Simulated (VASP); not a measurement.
```xyz
8
Lattice="1.5398 -2.6670 0.0000 1.5398 2.6670 0.0000 0.0000 0.0000 10.0816" Properties=species:S:1:pos:R:3 pbc="T T T"
Si     0.0000     0.0000     0.0031
Si     0.0000     0.0000     5.0439
Si     1.5398    -0.8890     7.5637
Si     1.5398     0.8890     2.5229
C      0.0000     0.0000     8.1948
C      0.0000     0.0000     3.1540
C      1.5398    -0.8890     5.6683
C      1.5398     0.8890     0.6275
```

Method: PBEsol GGA, VASP's PBE PAW potentials (set 64) (plane waves; VASP). Settings: 520 eV cut-off, Gaussian smearing of 0.050 eV, potentials Si C.

Q: Give the energies of bands 7 to 20 at the high-symmetry points, in eV from the valence-band maximum.

A: 
| band | Γ | M | K | A | L | H |
|---|---|---|---|---|---|---|
| 7 | -4.36 | -7.05 | -7.30 | -1.55 | -7.40 | -7.08 |
| 8 | -1.19 | -6.63 | -6.25 | -1.55 | -7.40 | -7.08 |
| 9 | -1.19 | -4.95 | -6.25 | -1.05 | -3.84 | -5.79 |
| 10 | -0.73 | -4.13 | -6.17 | -1.05 | -3.84 | -5.79 |
| 11 | -0.73 | -3.27 | -4.41 | -1.05 | -3.04 | -5.07 |
| 12 | -0.59 | -2.40 | -4.41 | -1.05 | -3.04 | -5.07 |
| 13 | -0.59 | -2.38 | -4.03 | -0.21 | -2.53 | -2.77 |
| 14 | -0.05 | -2.23 | -2.90 | -0.21 | -2.53 | -2.77 |
| 15 | 0.00 | -1.59 | -2.90 | -0.21 | -1.56 | -2.47 |
| 16 | 0.00 | -1.12 | -1.68 | -0.21 | -1.56 | -2.47 |
| 17 | 5.02 | 2.11 | 3.85 | 5.23 | 2.52 | 3.11 |
| 18 | 5.60 | 2.23 | 3.85 | 5.23 | 2.52 | 3.11 |
| 19 | 6.23 | 4.11 | 5.09 | 6.68 | 4.10 | 6.60 |
| 20 | 6.24 | 4.65 | 5.49 | 6.72 | 4.10 | 6.61 |

The gap is indirect, 2.11 eV, from the valence maximum at Γ to the conduction minimum at M.

Measured: gap 3.26 eV (computed value off by -1.15 eV), as given by Daiki Deguchi et al., Japanese Journal of Applied Physics (2016), arXiv:1512.06930.

The compound is SiC in the 4h structure. It was relaxed first.
